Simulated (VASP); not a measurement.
These are PBE GGA, VASP's PBE PAW potentials (set 64) (plane waves; VASP) values and carry that method's errors.

The input files of a VASP run:

### KPOINTS
```
Automatic mesh
0
Gamma
7 7 7
0 0 0
```

POSCAR:
```
NaCl
3.9880820
  0.0000000000   0.7071068248   0.7071068248
  0.7071068248   0.0000000000   0.7071068248
  0.7071068248   0.7071068248   0.0000000000
Na Cl
1 1
direct
  0.0000000000   0.0000000000   0.0000000000
  0.5000000000   0.5000000000   0.5000000000
```

### INCAR
```
! general
SYSTEM   =  NaCl
PREC     =  Accurate
ENCUT    =  400   ! plane-wave cut-off (eV)
LREAL    =  .FALSE.
LASPH    =  .TRUE.   ! aspherical one-centre terms
ADDGRID  =  .TRUE.

! electronic loop
EDIFF    =  1E-6
NELM     =  100   ! most electronic steps
ALGO     =  Normal

! smearing
ISMEAR   =  0
SIGMA    =  0.05

! functional
GGA      =  PE   ! PBE

! ions
ISIF     =  2   ! forces and stress, cell fixed

! output
LWAVE    =  .FALSE.
LCHARG   =  .FALSE.
```

POTCAR, in this order: Na_pv Cl (PBE.64 set). Program: vasp_std.

Output

### OSZICAR
```
       N       E                     dE             d eps       ncg     rms          rms(c)
DAV:   1     0.908456894737E+02    0.90846E+02   -0.65953E+03   440   0.108E+03
DAV:   2     0.123170052451E+01   -0.89614E+02   -0.83327E+02   478   0.262E+02
DAV:   3    -0.680020299641E+01   -0.80319E+01   -0.79840E+01   530   0.813E+01
DAV:   4    -0.696892242355E+01   -0.16872E+00   -0.16859E+00   491   0.130E+01
DAV:   5    -0.697293030873E+01   -0.40079E-02   -0.40075E-02   595   0.195E+00    0.212E+00
DAV:   6    -0.678076016800E+01    0.19217E+00   -0.38738E-01   500   0.416E+00    0.160E+00
DAV:   7    -0.676893654498E+01    0.11824E-01   -0.90950E-02   550   0.202E+00    0.108E+00
DAV:   8    -0.677454006761E+01   -0.56035E-02   -0.96465E-03   461   0.104E+00    0.247E-01
DAV:   9    -0.677448553641E+01    0.54531E-04   -0.19212E-04   548   0.134E-01    0.133E-01
DAV:  10    -0.677463965828E+01   -0.15412E-03   -0.31077E-04   464   0.158E-01    0.472E-02
DAV:  11    -0.677463217512E+01    0.74832E-05   -0.17996E-05   509   0.431E-02    0.838E-03
DAV:  12    -0.677463233426E+01   -0.15913E-06   -0.12472E-06   470   0.124E-02
   1 F= -.67746323E+01 E0= -.67746323E+01  d E =-.696952E-15
```

**OUTCAR**
```
------------------------ aborting loop because EDIFF is reached ----------------------------------------
  FORCE on cell =-STRESS in cart. coord.  units (eV):
  Direction    XX          YY          ZZ          XY          YZ          ZX
  --------------------------------------------------------------------------------------
  Total        0.1584012      0.1584012      0.1584012     -0.0000000     -0.0000000      0.0000000
  in kB        5.6583737      5.6583737      5.6583737     -0.0000000     -0.0000000      0.0000000
  external PRESSURE =       5.6583737 kB  Pullay stress =       0.0000000 kB
  volume of cell :       44.85
      direct lattice vectors                 reciprocal lattice vectors
     0.000000000  2.820000000  2.820000000    -0.177304965  0.177304965  0.177304965
     2.820000000  0.000000000  2.820000000     0.177304965 -0.177304965  0.177304965
     2.820000000  2.820000000  0.000000000     0.177304965  0.177304965 -0.177304965
  FREE ENERGIE OF THE ION-ELECTRON SYSTEM (eV)
  ---------------------------------------------------
  free  energy   TOTEN  =        -6.7746323343 eV

  energy  without entropy=       -6.7746323343  energy(sigma->0) =       -6.77463233
```
(Selected blocks of OUTCAR.)

The compound is NaCl in the rock salt structure. The cell was not relaxed at this level. The run is one of a series of settings (ADDGRID = .TRUE. against the base run), some of them coarse on purpose.
